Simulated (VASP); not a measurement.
Shape and ions are relaxed at each volume.

Energy against volume of Co (hcp). Level of theory: rev-vdW-DF2, VASP's PBE PAW potentials (set 64) (plane waves; VASP 6.6.1).

```json
[
 {"V (Å³/atom)": "9.930", "E (eV/atom)": "-4.85789"},
 {"V (Å³/atom)": "10.247", "E (eV/atom)": "-4.88039"},
 {"V (Å³/atom)": "10.564", "E (eV/atom)": "-4.88715"},
 {"V (Å³/atom)": "10.881", "E (eV/atom)": "-4.88030"},
 {"V (Å³/atom)": "11.197", "E (eV/atom)": "-4.86214"}
]
```

Fit a third-order Birch-Murnaghan equation of state.

- volume per atom = 10.55 Å^3/atom
- bulk modulus = 227 GPa
- pressure derivative of the bulk modulus = 4.42

Measured: bulk modulus 193 GPa at 0 K (computed value off by +17.7 %), as given by Vázquez-Parga, Fernández-Martínez, Viñes, J. Chem. Theory Comput. (2023), doi:10.1021/acs.jctc.3c00612, Supporting … [zero-point energy and finite temperature contributions removed].

The compound is Co in the hcp structure. It was relaxed first.
